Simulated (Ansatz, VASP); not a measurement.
Na3OsRu in VASP and in Ansatz

```xyz
5
Lattice="6.1618 0.0000 0.0000 -3.0809 5.3362 0.0000 0.0000 0.0000 4.5384" Properties=species:S:1:pos:R:3 pbc="T T T"
Na    3.0809    0.0000    2.2692
Na   -1.5404    2.6681    2.2692
Na    1.5404    2.6681    2.2692
Ru    0.0000    0.0000    0.0000
Os    0.0000    0.0000    2.2692
```

Alike in both runs: functional PBE; k mesh 6 × 6 × 4; occupations gaussian, width 0.1 eV; no spin polarisation.

Ansatz relaxed the structure, and its values are those at the end. VASP's run is a single point on that final structure, the one shown.

|  | VASP | Ansatz |
| --- | --- | --- |
| version | VASP 6.6.1 | Ansatz 0.2.0 |
| potentials or method | VASP PAW PBE potentials, release 64 (Na_pv, Ru_pv, Os) | scalar-relativistic, plane waves, PAW |
| plane-wave cutoff (eV) | 520 | 420 |
| valence electrons in the cell | 43 | 59 |

|  | VASP | Ansatz | Ansatz less VASP |
| --- | --- | --- | --- |
| gap on the k mesh at the Fermi level (eV) | none | none | - |
| pressure (GPa) | 0.1 | 0.0 | -0.11 |

A gap of «none» marks a metal or a gap that the smearing closes. With one functional, cell and mesh, what is left measures potentials, basis and numerics. The two sets of potentials don't hold the same shells in valence.

The runs have no spin-orbit coupling, so splittings on Os are missing.
